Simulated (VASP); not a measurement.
Wanted: the native input for a VASP 6.6.1 run.

* Task: relaxation of cell and atoms
* Functional: PBEsol
* Potentials or basis: VASP PAW PBE potentials, release 64 (Sb, Si)
* Cutoff: 420 eV
* k mesh: 2 × 2 × 2
* Occupations: gaussian, width 0.1 eV
* Spin: no spin polarisation
* Further INCAR settings: ALGO = Fast; EDIFF = 1e-06; IBRION = 2; EDIFFG = -0.01; NSW = 40; ISIF = 3

The structure of Si63Sb (a cell with a defect) lies in POSCAR:

```
Si63Sb
1.0
   10.8700000000      0.0000000000      0.0000000000
    0.0000000000     10.8700000000      0.0000000000
    0.0000000000      0.0000000000     10.8700000000
Sb Si
1 63
Direct
    0.0000000000      0.0000000000      0.0000000000
    0.0000000000      0.2500000000      0.2500000000
    0.2500000000      0.0000000000      0.2500000000
    0.2500000000      0.2500000000      0.0000000000
    0.1250000000      0.1250000000      0.1250000000
    0.1250000000      0.3750000000      0.3750000000
    0.3750000000      0.1250000000      0.3750000000
    0.3750000000      0.3750000000      0.1250000000
    0.0000000000      0.0000000000      0.5000000000
    0.0000000000      0.2500000000      0.7500000000
    0.2500000000      0.0000000000      0.7500000000
    0.2500000000      0.2500000000      0.5000000000
    0.1250000000      0.1250000000      0.6250000000
    0.1250000000      0.3750000000      0.8750000000
    0.3750000000      0.1250000000      0.8750000000
    0.3750000000      0.3750000000      0.6250000000
    0.0000000000      0.5000000000      0.0000000000
    0.0000000000      0.7500000000      0.2500000000
    0.2500000000      0.5000000000      0.2500000000
    0.2500000000      0.7500000000      0.0000000000
    0.1250000000      0.6250000000      0.1250000000
    0.1250000000      0.8750000000      0.3750000000
    0.3750000000      0.6250000000      0.3750000000
    0.3750000000      0.8750000000      0.1250000000
    0.0000000000      0.5000000000      0.5000000000
    0.0000000000      0.7500000000      0.7500000000
    0.2500000000      0.5000000000      0.7500000000
    0.2500000000      0.7500000000      0.5000000000
    0.1250000000      0.6250000000      0.6250000000
    0.1250000000      0.8750000000      0.8750000000
    0.3750000000      0.6250000000      0.8750000000
    0.3750000000      0.8750000000      0.6250000000
    0.5000000000      0.0000000000      0.0000000000
    0.5000000000      0.2500000000      0.2500000000
    0.7500000000      0.0000000000      0.2500000000
    0.7500000000      0.2500000000      0.0000000000
    0.6250000000      0.1250000000      0.1250000000
    0.6250000000      0.3750000000      0.3750000000
    0.8750000000      0.1250000000      0.3750000000
    0.8750000000      0.3750000000      0.1250000000
    0.5000000000      0.0000000000      0.5000000000
    0.5000000000      0.2500000000      0.7500000000
    0.7500000000      0.0000000000      0.7500000000
    0.7500000000      0.2500000000      0.5000000000
    0.6250000000      0.1250000000      0.6250000000
    0.6250000000      0.3750000000      0.8750000000
    0.8750000000      0.1250000000      0.8750000000
    0.8750000000      0.3750000000      0.6250000000
    0.5000000000      0.5000000000      0.0000000000
    0.5000000000      0.7500000000      0.2500000000
    0.7500000000      0.5000000000      0.2500000000
    0.7500000000      0.7500000000      0.0000000000
    0.6250000000      0.6250000000      0.1250000000
    0.6250000000      0.8750000000      0.3750000000
    0.8750000000      0.6250000000      0.3750000000
    0.8750000000      0.8750000000      0.1250000000
    0.5000000000      0.5000000000      0.5000000000
    0.5000000000      0.7500000000      0.7500000000
    0.7500000000      0.5000000000      0.7500000000
    0.7500000000      0.7500000000      0.5000000000
    0.6250000000      0.6250000000      0.6250000000
    0.6250000000      0.8750000000      0.8750000000
    0.8750000000      0.6250000000      0.8750000000
    0.8750000000      0.8750000000      0.6250000000
```

The cell was built by a generator and needn't be a form met in nature.

One way to write it, as run:

INCAR

```
PREC = Accurate
ENCUT = 420
EDIFF = 1E-6
ISMEAR = 0
SIGMA = 0.1
LREAL = F
LASPH = T
NELM = 100
ALGO = Fast
ISIF = 3
LWAVE = F
LCHARG = F
GGA = PS
IBRION = 2
NSW = 40
EDIFFG = -0.01
```

KPOINTS

```
regular mesh
0
Gamma
  2 2 2
```

Potentials or basis: VASP PAW PBE potentials, release 64 (Sb, Si).

Run with:

```console
$ cat potpaw_PBE.64/Sb/POTCAR potpaw_PBE.64/Si/POTCAR > POTCAR
$ mpirun -np 4 vasp_std > vasp.out
```

Results of the run:

```json
{
  "Relaxed volume": "20.23 Å³/atom",
  "Relaxed cell": "a = 10.898 Å, b = 10.898 Å, c = 10.898 Å, α = 90.00°, β = 90.00°, γ = 90.00°",
  "Space group after relaxing (to 0.05 Å)": "P-43m (No. 215)",
  "Energy gained by relaxing": "18.4 meV/atom",
  "Ionic steps": "13",
  "Pressure after relaxing": "0.0 GPa",
  "Largest force after relaxing": "0.004 eV/Å",
  "Band gap on the k mesh": "none (metal or under the smearing width)"
}
```

Caveat: the PAW data sets were made with another functional, which shifts forces and pressure a little.

Wall time 36 min on 4 MPI ranks on Intel(R) Xeon(R) Platinum 8488C (Sapphire Rapids), with other jobs on the host, peak memory 0.48 GiB a rank.
